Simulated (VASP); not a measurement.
**AlNi (Pm-3m): a series in biaxial strain in the (111) plane**

How do stress and energy of AlNi follow biaxial strain in the (111) plane?

Main program and level: VASP 6.6.1; PBEsol, no spin polarisation; plane waves and PAW (Ni, Al); cell typed or built by script, in the first sound run; inputs show where later runs differ.

## Step 1: The starting structure

Symmetry: Pm-3m, No. 221, cubic system. The conventional cell has a = 2.887 Å, b = 2.887 Å, c = 2.887 Å, α = 90.00°, β = 90.00°, γ = 90.00°. Nearest to Ni lie 8 Al at 2.50 Å. Nearest to Al lie 8 Ni at 2.50 Å. Farther neighbours are not listed.

As a file:

```
Ni Al
1.0
     2.88700    0.00000    0.00000
     0.00000    2.88700    0.00000
     0.00000    0.00000    2.88700
Ni Al
1 1
Direct
  0.00000 0.00000 0.00000
  0.50000 0.50000 0.50000
```

## Step 2: Relax the crystal, PBEsol

The series starts from the cell that this level prefers, so that zero strain is near zero stress.

This step took 2 runs in a row; the last is shown.

Level: PBEsol, no spin polarisation; plane waves and PAW (Ni, Al); cell typed or built by script.

INCAR

```
SYSTEM = AlNi
PREC = Accurate
ENCUT = 450
EDIFF = 1E-07
NELM = 120
ISMEAR = 1
SIGMA = 0.15
LREAL = .FALSE.
ALGO = Normal
GGA = PS
NBANDS = 12
LASPH = .TRUE.
LORBIT = 11
LWAVE = .FALSE.
LCHARG = .FALSE.
KPAR = 8
IBRION = 2
NSW = 40
ISIF = 3
EDIFFG = -0.005
POTIM = 0.4
```

POSCAR

```
AlNi
1.0
    2.8626710627      0.0000000000      0.0000000000
    0.0000000000      2.8626710627      0.0000000000
    0.0000000000      0.0000000000      2.8626710627
Ni Al
1 1
Direct
    0.0000000000      0.0000000000      0.0000000000
    0.5000000000      0.5000000000      0.5000000000
```

KPOINTS

```
Automatic mesh
0
Gamma
17 17 17
0 0 0
```

The projector-augmented-wave data sets are Ni and Al (PBE family, release 64).

On the command line:

```
$ mpirun -np 8 vasp_std
```

The program printed:

```text
[banner, memory and clock lines left out]
running    8 mpi-ranks, on    1 nodes
[...]
|                                                                             |
|           W    W    AA    RRRRR   N    N  II  N    N   GGGG   !!!           |
|           W    W   A  A   R    R  NN   N  II  NN   N  G    G  !!!           |
|           W    W  A    A  R    R  N N  N  II  N N  N  G       !!!           |
|           W WW W  AAAAAA  RRRRR   N  N N  II  N  N N  G  GGG   !            |
|           WW  WW  A    A  R   R   N   NN  II  N   NN  G    G                |
|           W    W  A    A  R    R  N    N  II  N    N   GGGG   !!!           |
|                                                                             |
|     For optimal performance we recommend to set                             |
|       NCORE = 2 up to number-of-cores-per-socket                            |
|     NCORE specifies how many cores store one orbital (NPAR=cpu/NCORE).      |
|     This setting can greatly improve the performance of VASP for DFT.       |
[...]
|     You enforced a specific xc type in the INCAR file but a different       |
|     [... a line on the potential file left out ...]
|     I HOPE YOU KNOW WHAT YOU ARE DOING!                                     |
|                                                                             |

 LDA part: xc-table for (Slater+PW92), standard interpolation
 POSCAR, INCAR and KPOINTS ok, starting setup
[...]
entering main loop
       N       E                     dE             d eps       ncg     rms          rms(c)
DAV:   1     0.360746462891E+02    0.36075E+02   -0.51243E+03  4056   0.102E+03
DAV:   2    -0.118390424803E+02   -0.47914E+02   -0.44430E+02  4060   0.183E+02
DAV:   3    -0.132063159234E+02   -0.13673E+01   -0.13505E+01  4784   0.368E+01
DAV:   4    -0.132256696191E+02   -0.19354E-01   -0.19347E-01  4468   0.395E+00
[...]
DAV:  12    -0.115859556354E+02    0.11136E-05   -0.38041E-06  5168   0.320E-02    0.358E-03
DAV:  13    -0.115859552586E+02    0.37679E-06   -0.13068E-07  2884   0.330E-03    0.179E-03
DAV:  14    -0.115859552622E+02   -0.35463E-08   -0.58600E-08  2408   0.206E-03
   1 F= -.11585955E+02 E0= -.11585940E+02  d E =-.115860E+02
[...]
reached required accuracy - stopping structural energy minimisation
```

It took 4 s on 8 MPI ranks of Intel Xeon 6975P-C (Granite Rapids), shared host; peak memory 1.2 GiB.

Lines that name or quote the potential files are left out of all logs, and their timing lines are given in words.

OUTCAR, selected parts (step 2):

```text
  Total       -0.0053875     -0.0053875     -0.0053875     -0.0000000     -0.0000000      0.0000000
  in kB       -0.3679482     -0.3679482     -0.3679482     -0.0000000     -0.0000000      0.0000000
  external PRESSURE =      -0.3679482 kB  Pullay stress =       0.0000000 kB

 POSITION                                       TOTAL-FORCE (eV/Angst)
 -----------------------------------------------------------------------------------
      0.00000      0.00000      0.00000         0.000000      0.000000      0.000000
      1.43134      1.43134      1.43134         0.000000      0.000000      0.000000
 -----------------------------------------------------------------------------------
    total drift:                                0.000000      0.000000      0.000000

  FREE ENERGIE OF THE ION-ELECTRON SYSTEM (eV)
  ---------------------------------------------------
  free  energy   TOTEN  =       -11.5859552622 eV

  energy  without entropy=      -11.5859090003  energy(sigma->0) =      -11.58593984

 reached required accuracy - stopping structural energy minimisation

[... 3 further parts left out ...]
[key lines of the parts left out:]
E-fermi :  10.1375
```

This run gave:

* energy(sigma→0) of the program: -11.5859 eV
* stress, compression positive: -0.04 along [111], -0.04 across it (mean), GPa
* volume: 23.459 Å³
* ionic steps: 1

## Step 3: Strain along the normal, PBEsol

One member in full: the plane is strained by -2 %, and the strain along the normal is moved by secant steps until the normal stress is under 0.012 GPa or five steps are spent; the atoms relax at each step.

This step took 3 runs, each at a new trial strain with the atoms of the one before; the last is shown.

Level: PBEsol, no spin polarisation; plane waves and PAW (Ni, Al); cell typed or built by script.

Edit INCAR of step 2 so:

```diff
@@ -15,7 +15,7 @@
 LCHARG = .FALSE.
-KPAR = 8
-IBRION = 2
-NSW = 40
-ISIF = 3
-EDIFFG = -0.005
-POTIM = 0.4
+KPAR = 2
+IBRION = 1
+NSW = 25
+ISIF = 2
+EDIFFG = -0.004
+POTIM = 0.3
```

POSCAR

```
AlNi
1.0
    2.8348595850      0.0294419430      0.0294419430
    0.0294419430      2.8348595850      0.0294419430
    0.0294419430      0.0294419430      2.8348595850
Ni Al
1 1
Direct
    0.0000000000      0.0000000000      0.0000000000
    0.5000000000      0.5000000000      0.5000000000
```

KPOINTS is that of step 2.

On the command line:

```
$ mpirun -np 2 vasp_std
```

The program printed:

```text
[banner, memory and clock lines left out]
running    2 mpi-ranks, on    1 nodes
[...]
[... a notice as in an earlier step ...]

 LDA part: xc-table for (Slater+PW92), standard interpolation
 POSCAR, INCAR and KPOINTS ok, starting setup
[...]
entering main loop
       N       E                     dE             d eps       ncg     rms          rms(c)
DAV:   1     0.372814424765E+02    0.37281E+02   -0.51316E+03 12096   0.103E+03
DAV:   2    -0.118015559851E+02   -0.49083E+02   -0.45352E+02 12208   0.185E+02
DAV:   3    -0.132126543985E+02   -0.14111E+01   -0.13997E+01 14200   0.376E+01
DAV:   4    -0.132318982198E+02   -0.19244E-01   -0.19238E-01 13264   0.397E+00
[...]
DAV:  12    -0.115615618001E+02    0.15049E-05   -0.67468E-06 14580   0.447E-02    0.344E-03
DAV:  13    -0.115615615253E+02    0.27486E-06   -0.13945E-07  8920   0.457E-03    0.181E-03
DAV:  14    -0.115615615105E+02    0.14796E-07   -0.10472E-07  7072   0.468E-03
   1 F= -.11561562E+02 E0= -.11561350E+02  d E =-.115616E+02
 BRION: g(F)=  0.357E-62 g(S)=  0.000E+00
 reached required accuracy - stopping structural energy minimisation
```

It took 21 s on 2 MPI ranks; peak memory 0.43 GiB.

Parts of OUTCAR (step 3):

```text
  Total        0.7972768      0.7972768      0.7972768     -0.3986728     -0.3986728     -0.3986728
  in kB       56.0873123     56.0873123     56.0873123    -28.0460742    -28.0460742    -28.0460742
  external PRESSURE =      56.0873123 kB  Pullay stress =       0.0000000 kB

 POSITION                                       TOTAL-FORCE (eV/Angst)
 -----------------------------------------------------------------------------------
      0.00000      0.00000      0.00000        -0.000000      0.000000      0.000000
      1.44687      1.44687      1.44687         0.000000     -0.000000      0.000000
 -----------------------------------------------------------------------------------
    total drift:                               -0.000000      0.000000      0.000000

  FREE ENERGIE OF THE ION-ELECTRON SYSTEM (eV)
  ---------------------------------------------------
  free  energy   TOTEN  =       -11.5615615105 eV

  energy  without entropy=      -11.5609271750  energy(sigma->0) =      -11.56135007

[... 1 part as in an earlier step ...]

[... 3 further parts left out ...]
[key lines of the parts left out:]
E-fermi :  10.5419
```

This run gave:

- energy(sigma→0) of the program: -11.5614 eV
- stress, compression positive: 0.00 along [111], 8.41 across it (mean), GPa
- ionic steps: 1

## Step 4: The table

The other members went through these steps as far as the tables show, with the same cutoff and, step by step, the same mesh; 20 runs are not shown. The session took 0.25 core hours (wall time by ranks) on a shared machine.

```tsv
in-plane strain (%)	strain along the normal (%)	in-plane stress, tension positive (GPa)	energy above the unstrained row, extrapolated to no smearing (meV/atom)
-2.000	1.085	-8.413	12.294
-1.500	0.780	-6.218	6.882
-1.000	0.500	?	?
-0.500	0.236	-1.981	0.773
0	-0.013	0.026	0.000
0.500	-0.250	1.943	0.673
1.000	-0.485	3.759	2.722
1.500	-0.716	5.481	6.072
2.000	-0.935	7.128	10.665
```

## Step 5: Stress from the known rows

Fitting a parabola to the 8 known rows (e: strain in %) gives stress = − 0.1680 e² + 3.893 e + 0.02296 in GPa; the residuals are 0.015 GPa r.m.s.

At e = -1 this predicts -4.038 GPa.

## Step 6: The withheld row

The calculation gives -4.066 GPa, so the prediction is 0.028 GPa too high, within twice the residual of the fit.

Slopes at zero strain, from cubics through all rows: strain ratio -0.488, stress over strain 392 GPa.

## Step 7: Summary of results

| Property | Result |
| --- | --- |
| error of the predicted stress | 0.028 GPa |
| ratio of normal to in-plane strain | -0.488 |
| biaxial modulus | 392 GPa |

In words: As a check, the curvature of the energy gives 395 GPa for the same modulus (energy per volume = M × strain²), 1 % from the slope of the stress. These are static values: temperature and zero-point motion are left out. In a metal the slopes also depend on mesh and smearing, which were held through the series.

[Lines on the potential files, build, host, timing and source positions are cut from VASP's logs without a mark.]

[Logs are printed without paths, hosts, clocks, repeated set-up lines and the standing remarks that a program may print on its own settings, such as how far it seeks lower states.]

[Hosts, paths, dates, database ids (printed as entryN), source tags and the programs' standing remarks are cut or masked in the printed files.]

[In band tables of VASP the shares of atoms and orbitals are scaled to a sum of 1 inside the atoms' spheres.]
